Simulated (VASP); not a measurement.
Method: PBEsol GGA, VASP's PBE PAW potentials (set 64) (plane waves; VASP).

VASP ran on this input.

KPOINTS:
```
K-points
0
G
  13 13 13
0 0 0
```

POSCAR:
```
Sn
1
   -2.9135247591     2.9135247591     1.5800952641
    2.9135247591    -2.9135247591     1.5800952641
    2.9135247591     2.9135247591    -1.5800952641
Sn
2
Direct
  0.2500000000   0.7500000000   0.5000000000
  0.0000000000   0.0000000000   0.0000000000
```

INCAR:
```
! general
SYSTEM  = Sn
PREC    = Accurate
ENCUT   = 500
LREAL   = F
LASPH   = T

! electronic loop
EDIFF   = 1E-6
NELM    = 100
ALGO    = Normal
LMAXMIX = 4

! smearing
ISMEAR  = 1
SIGMA   = 0.1

! functional
GGA     = PS

! ions
IBRION  = 2
NSW     = 40
ISIF    = 3
EDIFFG  = -0.02

! output
LWAVE   = F
LCHARG  = F
```

POTCAR, in this order: Sn_d (PBE.64 set). Program: vasp_std.

Unless said otherwise, spin-orbit coupling is left out, though it shifts the bands of the heavy elements here.

### Question
Estimate the energy per atom (σ→0), band gap (on the k-mesh).

### Answer

```json
{
 "energy per atom (σ→0)": "-4.262 eV/atom",
 "band gap (on the k-mesh)": "none (metal, semimetal or under 0.01 eV)"
}
```

### OSZICAR
```
...
DAV:   4    -0.854858589774E+01   -0.51908E+00   -0.51587E+00  8080   0.260E+01
DAV:   5    -0.856847387774E+01   -0.19888E-01   -0.19887E-01  9564   0.470E+00    0.248E+00
DAV:   6    -0.853457449304E+01    0.33899E-01   -0.54901E-02  9210   0.377E+00    0.134E+00
DAV:   7    -0.852420448624E+01    0.10370E-01   -0.28662E-02  9226   0.265E+00    0.193E-01
DAV:   8    -0.852362543555E+01    0.57905E-03   -0.22342E-03  8492   0.743E-01    0.302E-02
DAV:   9    -0.852363149165E+01   -0.60561E-05   -0.60010E-05  9060   0.820E-02    0.147E-02
DAV:  10    -0.852363058391E+01    0.90774E-06   -0.47718E-06  7920   0.297E-02
   1 F= -.85236306E+01 E0= -.85237074E+01  d E =-.852363E+01
```

The compound is Sn in the beta structure. It was relaxed first.
